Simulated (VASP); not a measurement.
```yaml
crystal:
  lattice:
    - [1.89772, -3.28695, 0.00000]
    - [1.89772, 3.28695, 0.00000]
    - [0.00000, 0.00000, 6.21502]
  atoms:
    - { symbol: Zn, position: [0.66667, 0.33333, 0.50017] }
    - { symbol: Zn, position: [0.33333, 0.66667, 0.00017] }
    - { symbol: S, position: [0.66667, 0.33333, 0.87483] }
    - { symbol: S, position: [0.33333, 0.66667, 0.37483] }
```

All values below come from TPSS meta-GGA, VASP's PBE PAW potentials (set 64) (plane waves; VASP 6.6.1). Numerical set-up: 520 eV cut-off, 7×7×4 Γ-centred mesh, Gaussian smearing of 0.050 eV, potentials Zn S.

Task: Give the stress tensor in GPa (positive for a compressed cell).

Result: 
```
2.44  0.00  0.00
0.00  2.44  0.00
0.00  0.00  2.47
```
The pressure is its mean diagonal, 2.45 GPa.

The compound is ZnS in the wurtzite structure, the high-temperature form. This cell is one point of a volume scan, at 0.97 of the reference volume.
